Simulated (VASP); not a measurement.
Output of a VASP run:

**OSZICAR**
```
       N       E                     dE             d eps       ncg     rms          rms(c)
DAV:   1     0.125179878633E+02    0.12518E+02   -0.27620E+03  1920   0.503E+02
DAV:   2    -0.839763284831E+01   -0.20916E+02   -0.20004E+02  2544   0.873E+01
DAV:   3    -0.889637499659E+01   -0.49874E+00   -0.49874E+00  2080   0.178E+01
DAV:   4    -0.889819726366E+01   -0.18223E-02   -0.18223E-02  2864   0.116E+00
DAV:   5    -0.889819807455E+01   -0.81088E-06   -0.81088E-06  2248   0.225E-02    0.450E+00
DAV:   6    -0.853774435241E+01    0.36045E+00   -0.92521E-01  1872   0.478E+00    0.354E+00
DAV:   7    -0.849750228340E+01    0.40242E-01   -0.23742E-01  2296   0.260E+00    0.232E+00
DAV:   8    -0.849769116003E+01   -0.18888E-03   -0.12863E-02  2104   0.943E-01    0.871E-01
DAV:   9    -0.849753278318E+01    0.15838E-03   -0.49781E-04  2224   0.179E-01    0.263E-01
DAV:  10    -0.849757145356E+01   -0.38670E-04   -0.13258E-04  2440   0.760E-02    0.133E-02
DAV:  11    -0.849756907917E+01    0.23744E-05   -0.18792E-05  2120   0.224E-02    0.102E-02
DAV:  12    -0.849756904038E+01    0.38787E-07   -0.37083E-07  1088   0.525E-03
   1 F= -.84975690E+01 E0= -.84975690E+01  d E =-.120968E-16
```

OUTCAR:
```
------------------------ aborting loop because EDIFF is reached ----------------------------------------
  FORCE on cell =-STRESS in cart. coord.  units (eV):
  Direction    XX          YY          ZZ          XY          YZ          ZX
  --------------------------------------------------------------------------------------
  Total        0.2991816      0.2991816      0.2991816      0.0000000      0.0000000      0.0000000
  in kB       13.7231245     13.7231245     13.7231245      0.0000000      0.0000000      0.0000000
  external PRESSURE =      13.7231245 kB  Pullay stress =       0.0000000 kB
  volume of cell :       34.93
      direct lattice vectors                 reciprocal lattice vectors
     0.000000000  2.594503000  2.594503000    -0.192715137  0.192715137  0.192715137
     2.594503000  0.000000000  2.594503000     0.192715137 -0.192715137  0.192715137
     2.594503000  2.594503000  0.000000000     0.192715137  0.192715137 -0.192715137
 POSITION                                       TOTAL-FORCE (eV/Angst)
 -----------------------------------------------------------------------------------
      0.00000      0.00000      0.00000        -0.000000      0.000000     -0.000000
      2.59450      2.59450      2.59450         0.000000     -0.000000      0.000000
 -----------------------------------------------------------------------------------
    total drift:                               -0.000000     -0.000000      0.000000
  FREE ENERGIE OF THE ION-ELECTRON SYSTEM (eV)
  ---------------------------------------------------
  free  energy   TOTEN  =        -8.4975690404 eV

  energy  without entropy=       -8.4975690404  energy(sigma->0) =       -8.49756904
```
(Selected blocks of OUTCAR.)

File POSCAR:
```
MgS
1
    0.0000000000     2.5945030000     2.5945030000
    2.5945030000     0.0000000000     2.5945030000
    2.5945030000     2.5945030000     0.0000000000
Mg S
1 1
Direct
  0.0000000000   0.0000000000   0.0000000000
  0.5000000000   0.5000000000   0.5000000000
```

Question: Reconstruct the remaining input files.

Answer: One answer among several that fit: the input of the run itself, PBE GGA, plane waves, VASP's PBE PAW potentials (set 64).

File KPOINTS:
```
Automatic
0
G
  10 10 10
0.5 0.5 0.5
```

INCAR:
```
ALGO  =  Normal
EDIFF  =  1E-6
ENCUT  =  300
GGA  =  PE
ISIF  =  2
ISMEAR  =  0
LASPH  =  .TRUE.
LCHARG  =  .FALSE.
LREAL  =  .FALSE.
LWAVE  =  .FALSE.
NELM  =  100
PREC  =  Accurate
SIGMA  =  0.05
SYSTEM  =  MgS
```

POTCAR, in this order: Mg S (PBE.64 set). Program: vasp_std.

The structure comes from a computed database's MgS entry; how it stands against other phases isn't given here. The cell was not relaxed at this level. The run is one of a series of settings (KPOINTS 10×10×10 Γ-centred mesh shifted by (0.5, 0.5, 0.5) against the base run), some of them coarse on purpose.
